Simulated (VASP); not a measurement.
An input for Ansatz (written as the equivalent of a VASP run, and not itself run):

Ansatz 0.2 input:
```yaml
crystal:
  lattice:
    - [4.5169791, 0.0000000, 0.0000000]
    - [0.0000000, 4.5169791, 0.0000000]
    - [0.0000000, 0.0000000, 4.5169791]
  atoms:
    - { symbol: Cs, position: [0.0000000, 0.0000000, 0.0000000] }
    - { symbol: I, position: [0.5000000, 0.5000000, 0.5000000] }
kpoints:
  mp_grid: { grid: [5, 5, 5] }
hamiltonian:
  xc: pbesol
  pseudopotentials: { kind: paw }
scf:
  occupations: { method: gaussian, width: 0.05 }
  max_iter: 100
relax:
  max_steps: 60
  f_tol: 0.01
  cell: {}
output: { forces: true, stress: true, eigenvalues: true }
```

Q: Translate this input to VASP (INCAR, KPOINTS, POSCAR, choice of POTCAR).

A: This is not unique; one that fits is 
File POSCAR:
```
CsI
1
    4.5169791301     0.0000000000     0.0000000000
   -0.0000000000     4.5169791301    -0.0000000000
   -0.0000000000     0.0000000000     4.5169791301
Cs I
1 1
Direct
  0.0000000000   0.0000000000   0.0000000000
  0.5000000000   0.5000000000   0.5000000000
```

**INCAR**
```
# general
SYSTEM  = CsI
PREC    = Accurate
ENCUT   = 480   # plane-wave cut-off (eV)
LREAL   = .FALSE.   # projection in real space or not
LASPH   = .TRUE.

# electronic loop
EDIFF   = 1E-6   # SCF stop (eV)
NELM    = 100   # most electronic steps
ALGO    = Normal
LMAXMIX = 4   # l cut-off of mixed one-centre charges

# smearing
ISMEAR  = 0
SIGMA   = 0.05

# functional
GGA     = PS   # PBEsol

# ions
IBRION  = 2
NSW     = 60   # most ionic steps
ISIF    = 3
EDIFFG  = -0.01

# output
LWAVE   = .FALSE.
LCHARG  = .FALSE.
```

### KPOINTS
```
Automatic mesh
0
G
  5 5 5
0 0 0
```

POTCAR, in this order: Cs_sv I (PBE.64 set). Program: vasp_std.

What does not carry over: each code has its own PAW files, so the cut-off isn't converted (ENCUT is set for VASP's; basis.ecutwfc is left out, and Ansatz then takes the one that its files recommend); Ansatz stops its SCF on the density residual and VASP on the energy change (EDIFF).

The compound is CsI in the CsCl type structure. It was relaxed first. The start is the result of an earlier pass.
